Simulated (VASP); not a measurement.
Here is a VASP 6.6.1 calculation.

INCAR

```
SYSTEM = AlBN
PREC = Accurate
ENCUT = 520
EDIFF = 1E-8
ISMEAR = 0
SIGMA = 0.02
LREAL = .False.
LASPH = .True.
NELM = 100
ALGO = Fast
ISIF = 2
LWAVE = .False.
LCHARG = .False.
LEFG = .True.
```

The input KPOINTS:

```
Automatic mesh
0
Gamma
  10 10 5
  0 0 0
```

The input POSCAR:

```
AlBN
1.0
    2.6456200000      0.0000000000      0.0000000000
    0.0000000000      2.6456200000      0.0000000000
    0.0000000000      0.0000000000      5.4026400000
Al B N
1 1 1
Direct
    0.5000000000      0.5000000000      0.0000000000
    0.5000000000      0.5000000000      0.5000000000
    0.0000000000      0.0000000000      0.0000000000
```

Potentials or basis: VASP PAW LDA potentials, release 64 (Al, B, N).

Launch:

```bash
$ cat potpaw_LDA.64/Al/POTCAR potpaw_LDA.64/B/POTCAR potpaw_LDA.64/N/POTCAR > POTCAR
$ mpirun -np 1 vasp_std > vasp.out
```

Problem. Estimate the band gap on the k mesh.

Solution. None (metal or under the smearing width).

Problem. What does it give for the pressure?

Solution. -5.7 GPa.

Stress tensor (GPa, compression positive):
```
-7.11  0.00  0.00
 0.00 -7.11  0.00
 0.00  0.00 -2.75
```
